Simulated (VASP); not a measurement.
**TaTl: band structure with PBE**

Crystal: TaTl.

```
CELL_PARAMETERS angstrom
3.62212 0.00000 0.00000
0.00000 3.62212 0.00000
0.00000 0.00000 3.62212
ATOMIC_POSITIONS crystal
Ta 0.00000 0.00000 0.00000
Tl 0.50000 0.50000 0.50000
```

The cell was built by a generator and needn't be a form met in nature.

```
Program                : VASP 6.6.1
Task                   : band structure
Functional             : PBE
Potentials or basis    : VASP PAW PBE potentials, release 54 (Ta, Tl)
Cutoff                 : 600 eV
k mesh                 : 7 × 7 × 7
Occupations            : fermi-dirac, width 0.05 eV
Spin                   : no spin polarisation
Further INCAR settings : ALGO = Normal; EDIFF = 1e-06
```

```
Pressure                : -13.3 GPa
Band gap along the path : none (metal or under the smearing width)
```

Levels at the corners of the path, in eV from the Fermi level:
```tsv
point	band 1	band 2	band 3	band 4	band 5	band 6	band 7	band 8
Γ	-9.65	-1.14	-1.14	1.74	1.74	1.74	3.42	3.42
X	-6.96	-5.27	-1.14	-0.35	-0.35	1.58	2.54	7.43
X	-6.96	-5.27	-1.14	-0.35	-0.35	1.58	2.54	7.43
M	-6.17	-1.78	-1.78	-1.42	0.96	0.96	2.62	3.26
M	-6.17	-1.78	-1.78	-1.42	0.96	0.96	2.62	3.27
Γ	-9.65	-1.14	-1.14	1.74	1.74	1.74	3.42	3.42
Γ	-9.65	-1.14	-1.14	1.74	1.74	1.74	3.42	3.42
R	-3.35	-2.94	-2.94	-2.94	2.71	2.71	3.76	3.76
R	-3.35	-2.94	-2.94	-2.94	2.71	2.71	3.76	3.76
X	-6.96	-5.27	-1.14	-0.35	-0.35	1.58	2.54	7.43
M	-6.17	-1.78	-1.78	-1.42	0.96	0.96	2.62	3.26
R	-3.35	-2.94	-2.94	-2.94	2.71	2.71	3.76	3.76
```

Run time: 25 s on 1 thread of Intel(R) Xeon(R) Platinum 8375C CPU @ 2.90GHz (Ice Lake) (shared host), peak memory 0.18 GiB.

Caveat: spin-orbit coupling is left out, which moves the levels of the heavy elements.
